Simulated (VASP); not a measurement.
A convergence study with VASP on Pd (fcc): a few settings are varied, all else stays as given below, so the limit is that of these other settings. The cell's lengths are 1 % over those of the tabulated start, so it is off equilibrium.

```xyz
1
Lattice="0.0000 1.9645 1.9645 1.9645 0.0000 1.9645 1.9645 1.9645 0.0000" Properties=species:S:1:pos:R:3 pbc="T T T"
Pd     0.0000     0.0000     0.0000
```

Computed with LDA (Ceperley-Alder, Perdew-Zunger), VASP's LDA PAW potentials (set 64) (plane waves; VASP). The last row used: LREAL = Auto, 600 eV cut-off, 14×14×14 Γ-centred mesh, first-order Methfessel-Paxton smearing of 0.10 eV, potentials Pd.

```
setting                                        E (eV/atom)  pressure (GPa)  plane waves
---------------------------------------------  -----------  --------------  -----------
ENCUT = 300, LREAL = .FALSE., PREC = Normal        -6.4480          -12.79          190
ENCUT = 400, LREAL = .FALSE., PREC = Normal              …               …          290
ENCUT = 500, LREAL = .FALSE., PREC = Normal        -6.4401          -12.65          393
ENCUT = 600, LREAL = .FALSE., PREC = Normal        -6.4400          -12.74          531
ENCUT = 500, LREAL = .FALSE., PREC = Accurate      -6.4401          -12.65          393
ENCUT = 600, LREAL = .FALSE., PREC = Accurate      -6.4400          -12.74          531
ENCUT = 300, LREAL = Auto, PREC = Normal           -6.4481          -12.72          190
ENCUT = 400, LREAL = Auto, PREC = Normal           -6.4403          -13.30          290
ENCUT = 500, LREAL = Auto, PREC = Normal           -6.4403          -12.69          393
ENCUT = 600, LREAL = Auto, PREC = Normal           -6.4405          -12.89          531
ENCUT = 300, LREAL = Auto, PREC = Accurate         -6.4480          -12.81          190
ENCUT = 400, LREAL = Auto, PREC = Accurate         -6.4401          -13.12          290
ENCUT = 500, LREAL = Auto, PREC = Accurate         -6.4404          -12.76          393
ENCUT = 600, LREAL = Auto, PREC = Accurate         -6.4405          -12.69          531
```

Q: Complete the blanks.

A: 
- ENCUT = 400, LREAL = .FALSE., PREC = Normal, E (eV/atom): -6.4402
- ENCUT = 400, LREAL = .FALSE., PREC = Normal, pressure (GPa): -13.10

Left out are rungs that failed or repeat a setting and relaxations that didn't move; long series are thinned to 24 rows.

The compound is Pd in the fcc structure. The cell was not relaxed at this level.
